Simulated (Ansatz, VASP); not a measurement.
**One calculation of Co2Ir, two programs**

```xyz
3
Lattice="0.0000 2.8148 2.8148 2.8148 0.0000 2.8148 2.8148 2.8148 0.0000" Properties=species:S:1:pos:R:3 pbc="T T T"
Co    1.4074    1.4074    1.4074
Co    4.2221    4.2221    4.2221
Ir    0.0000    0.0000    0.0000
```

Alike in both runs: functional PBE; k mesh 6 × 6 × 6; occupations gaussian, width 0.1 eV; collinear spin.

Ansatz relaxed the structure, and its values are those at the end. VASP's run is a single point on that final structure, the one shown.

```csv
,VASP,Ansatz
version,VASP 6.6.1,Ansatz 0.2.0
potentials or method,"VASP PAW PBE potentials, release 64 (Co, Ir)","scalar-relativistic, plane waves, PAW"
plane-wave cutoff (eV),520,420
valence electrons in the cell,27,51
```

```csv
,VASP,Ansatz,Ansatz less VASP
gap on the k mesh at the Fermi level (eV),none,none,-
pressure (GPa),-0.2,0.1,+0.34
net moment per atom (μB),1.24,1.24,+0.001
size of the moment on the site where the two differ most (μB),1.51,1.54,+0.029
```

Site moments also hang on the region over which each program counts them. A gap of «none» marks a metal or a gap that the smearing closes. With one functional, cell and mesh, what is left measures potentials, basis and numerics. The two sets of potentials don't hold the same shells in valence.

The runs have no spin-orbit coupling, so splittings on Ir are missing.
